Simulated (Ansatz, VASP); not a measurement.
# YbH3: VASP beside Ansatz, part 2 of 2

One calculation is typed for both programs; each brings its own data sets. How far apart do they land? Of the first pair: The two relaxations start from unlike cells of this crystal (the structure described is Ansatz's start), so only their ends are compared.

VASP 6.6.1 and Ansatz 0.2.0.

So far: Set-up; VASP: relaxation of cell and atoms, PBE, pair 1; Ansatz: relaxation of cell and atoms, PBE, pair 1; Differences.

## 5. VASP: relaxation of cell and atoms, PBE, pair 2

Level of this step: PBE; plane waves and PAW (Yb, H) (VASP).

The relaxed volume is the usual yardstick between codes: in a stiff, nearly cubic crystal its relative difference is about their pressure difference at one cell divided by the bulk modulus. Its start cell is another than that of the pair before, and may be another structure of the material.

INCAR reads:

```
SYSTEM = YbH3
PREC = Accurate
ENCUT = 600
EDIFF = 1E-07
NELM = 200
ISMEAR = 1
SIGMA = 0.2
LREAL = .FALSE.
ALGO = Normal
GGA = PE
NBANDS = 19
LASPH = .TRUE.
LORBIT = 11
LWAVE = .FALSE.
LCHARG = .FALSE.
ISIF = 3
IBRION = 2
NSW = 80
EDIFFG = -0.005
GGA_COMPAT = .FALSE.
NELMIN = 4
LMAXMIX = 6
KPAR = 2
```

POSCAR reads:

```
YbH3
1.0
    0.0000000000      2.5413240000      2.5413240000
    2.5413240000      0.0000000000      2.5413240000
    2.5413240000      2.5413240000      0.0000000000
Yb H
1 3
Direct
    0.0000000000      0.0000000000      0.0000000000
    0.7500000000      0.7500000000      0.7500000000
    0.2500000000      0.2500000000      0.2500000000
    0.5000000000      0.5000000000      0.5000000000
```

KPOINTS reads:

```
Automatic mesh
0
Gamma
16 16 16
0 0 0
```

PAW data sets: Yb and H (PBE family, release 64).

Command:

```
$ mpirun -np 2 vasp_std
```

Numbers of over 12 decimals in the logs are rounded to 6 here.

Output:

```text
[... set-up lines as in an earlier step ...]
 entering main loop
       N       E                     dE             d eps       ncg     rms          rms(c)
DAV:   1     0.137166441862E+03    0.13717E+03   -0.10483E+04  6990   0.103E+04
DAV:   2     0.404148268729E+01   -0.13312E+03   -0.12838E+03  6903   0.642E+02
DAV:   3    -0.138530647968E+02   -0.17895E+02   -0.17576E+02  8021   0.149E+02
DAV:   4    -0.164183279399E+02   -0.25653E+01   -0.25408E+01 10926   0.403E+01
[...]
DAV:  20    -0.152549352318E+02    0.86068E-06   -0.38280E-05 10907   0.113E-01    0.304E-02
DAV:  21    -0.152549358246E+02   -0.59287E-06   -0.60932E-06  7639   0.993E-03    0.278E-02
DAV:  22    -0.152549357767E+02    0.47929E-07   -0.33195E-07  8145   0.778E-03
   1 F= -.15254936E+02 E0= -.15290559E+02  d E =-.152549E+02
[...]
N       E                     dE             d eps       ncg     rms          rms(c)
DAV:   1    -0.153039578194E+02   -0.49022E-01   -0.19477E-01  8878   0.139E+01    0.306E+00
DAV:   2    -0.154686793349E+02   -0.16472E+00   -0.11559E+00  6403   0.521E+01    0.497E+00
DAV:   3    -0.152558812314E+02    0.21280E+00   -0.62625E-01  6361   0.458E+01    0.735E-01
DAV:   4    -0.152553098796E+02    0.57135E-03   -0.99156E-03  9405   0.200E+00    0.499E-01
[...]
DAV:  10    -0.152551601027E+02   -0.56021E-06   -0.70729E-07  9984   0.231E-02    0.208E-02
DAV:  11    -0.152551602356E+02   -0.13293E-06   -0.78987E-08  5476   0.904E-03    0.700E-03
DAV:  12    -0.152551603104E+02   -0.74750E-07   -0.87531E-08  5241   0.296E-03
   2 F= -.15255160E+02 E0= -.15290537E+02  d E =-.224534E-03
 trial-energy change:   -0.000225  1 .order   -0.000293   -0.000671    0.000085
 step:   0.8009(harm=  0.8875)  dis= 0.00000  next Energy=   -15.255169 (dE=-0.234E-03)
 reached required accuracy - stopping structural energy minimisation
```

OUTCAR, selected parts (step 5):

```text
  Total        0.0172599      0.0172599      0.0172599     -0.0000000      0.0000000     -0.0000000
  in kB        0.8466023      0.8466023      0.8466023     -0.0000000      0.0000000     -0.0000000
  external PRESSURE =       0.8466023 kB  Pullay stress =       0.0000000 kB

 POSITION                                       TOTAL-FORCE (eV/Angst)
 -----------------------------------------------------------------------------------
      5.07430      2.53715      2.53715         0.000000      0.000000      0.000000
      3.80572      3.80572      3.80572        -0.000000     -0.000000     -0.000000
      1.26857      1.26857      1.26857         0.000000      0.000000      0.000000
      2.53715      2.53715      2.53715         0.000000      0.000000      0.000000
 -----------------------------------------------------------------------------------
    total drift:                                0.000000      0.000000      0.000000

  FREE ENERGIE OF THE ION-ELECTRON SYSTEM (eV)
  ---------------------------------------------------
  free  energy   TOTEN  =       -15.2551603104 eV

  energy  without entropy=      -15.3612897574  energy(sigma->0) =      -15.29053679

[... 1 part as in an earlier step ...]

[... 3 further parts left out ...]
[key lines of the parts left out:]
E-fermi :   1.7820
```

## 6. Ansatz: relaxation of cell and atoms, PBE, pair 2

The same cell, functional, mesh and smearing now go to Ansatz, which takes its cutoff from its data sets.

The cell is taken from a series of runs on this material, whose earlier steps may have relaxed, scaled, displaced or heated it; both programs get it as it stands.

input.yaml reads:

```yaml
crystal:
  lattice:
    - [0.0, 2.5413242959, 2.5413242959]
    - [2.5413242959, 0.0, 2.5413242959]
    - [2.5413242959, 2.5413242959, 0.0]
  atoms:
    - { symbol: Yb, position: [0.0, 0.0, 0.0] }
    - { symbol: H, position: [0.75, 0.75, 0.75] }
    - { symbol: H, position: [0.25, 0.25, 0.25] }
    - { symbol: H, position: [0.5, 0.5, 0.5] }
kpoints:
  mp_grid: { grid: [16, 16, 16] }
hamiltonian:
  xc: pbe
scf:
  occupations: { method: methfessel_paxton, width: 0.2 }
output:
  forces: true
  stress: true
  eigenvalues: true
relax:
  adjacent_minimum: "off"
  f_tol: 0.001
  max_steps: 60
  cell: { stress_tol: 0.01 }
```

Command:

```
$ ansatz run input.yaml --threads 8 --pin off --max-ram 14336MiB --backend cpu --events-out ev --progress --plain --runs-dir out
```

Output:

```text
[...]
Crystal: 4 atoms, lattice volume = 32.825 Å³
Basis set: ecut = 420 eV, 645 PW (Γ), exchange–correlation on 50×50×50 points (8 copies of the dense FFT grid, shifted against one another)
Bands: 18, of which v1, the nominal top of the filled ones, is band 14 counted from 1 (13 counted from 0)
Symmetry: 48 space group operations
[...]
k-points: 145 of 4096
[...]
--- Relaxed structure (4 steps of the walk, 3 accepted, 2 SCFs on fresh bases) ---
[...]
cell:  # Å, volume = 32.6303 Å³
    - [0, 2.536279, 2.536279]
    - [2.536279, 0, 2.536279]
    - [2.536279, 2.536279, 0]
  atoms:
    - { symbol: Yb, position: [0, 0, 0] }
    - { symbol: H, position: [0.75, 0.75, 0.75] }
    - { symbol: H, position: [0.250000, 0.250000, 0.250000] }
    - { symbol: H, position: [0.500000, 0.500000, 0.500000] }
[key lines of the parts left out:]
SCF converged after 5 iterations
Free energy (F): -13844.158932 eV
Fermi energy:    12.003091 eV
P = ⅓ Tr σ = -0.0003 GPa (-0.003 kbar)
```

## 7. Side by side

The two programs side by side:

```csv
quantity,Ansatz,VASP,difference
volume (Å³),32.63,32.66,-0.10 %
"edge a after relaxation, in the typed setting (Å)",3.587,3.588,-0.04 %
```

## 8. Results

| Item | Value |
| --- | --- |
| difference in volume (relaxation of cell and atoms, PBE, pair 1) | -0.070 % |
| difference in volume (relaxation of cell and atoms, PBE, pair 2) | -0.10 % |

What this shows: The difference in volume is -0.10 % (relaxation of cell and atoms, PBE, pair 2), within the 1.2 % picked in this series as the mark of a large difference, as far as the stopping tolerances let one tell. Such differences can come from data sets, numerical settings and the points named under the comparisons, not from the functional's error against experiment.

[Lines on the potential files, build, host, timing and source positions are cut from VASP's logs without a mark.]

[Logs are printed without paths, hosts, clocks, repeated set-up lines and the standing remarks that a program may print on its own settings, such as how far it seeks lower states.]

[Hosts, paths, dates, database ids (printed as entryN), source tags and the programs' standing remarks are cut or masked in the printed files.]
